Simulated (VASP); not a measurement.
Data:

```
P
1.0
    1.61623    -5.38426     0.00000
    1.61623     5.38426     0.00000
    0.00000     0.00000     4.44406
P
4
Direct
  0.09519   0.90481   0.91109
  0.40481   0.59519   0.41109
  0.59519   0.40481   0.58891
  0.90481   0.09519   0.08891
```

Computed with r2SCAN meta-GGA, VASP's PBE PAW potentials (set 64) (plane waves; VASP). Numerical set-up: 520 eV cut-off, 7×7×5 Γ-centred mesh, Gaussian smearing of 0.050 eV, potentials P.

Q: The ions and cell shape at fixed volume are relaxed. Which structure does the run end with?

A: 
```
P
1.0
    1.64660    -5.29571     0.00000
    1.64660     5.29571     0.00000
    0.00000     0.00000     4.43504
P
4
Direct
  0.09930   0.90070   0.91479
  0.40070   0.59930   0.41479
  0.59930   0.40070   0.58521
  0.90070   0.09930   0.08521
```
Space group Cmce (64), at a tolerance of 0.03 Å.

Q: How much energy does the relaxation gain?

A: The energy (σ→0) changes by -15.0 meV/atom, in 9 ionic steps.

| step | E(σ→0) (eV) | max force (eV/Å) | pressure (GPa) | volume (Å³) |
|---|---|---|---|---|
| 1 | -35.8351 | 0.569 | 5.52 | 77.35 |
| 2 | -35.8813 | 0.262 | 3.10 | 77.35 |
| 3 | -35.8860 | 0.290 | 2.05 | 77.35 |
| 4 | -35.8915 | 0.144 | 1.26 | 77.35 |
| 5 | -35.8936 | 0.049 | 1.52 | 77.35 |
| 6 | -35.8948 | 0.019 | 1.49 | 77.35 |
| 7 | -35.8948 | 0.017 | 1.49 | 77.35 |
| 8 | -35.8950 | 0.013 | 1.49 | 77.35 |
| 9 | -35.8953 | 0.002 | 1.49 | 77.35 |

The compound is P in the black structure. This cell is one point of a volume scan, at 0.94 of the reference volume. Symmetry was kept, so distortions that lower it aren't found.
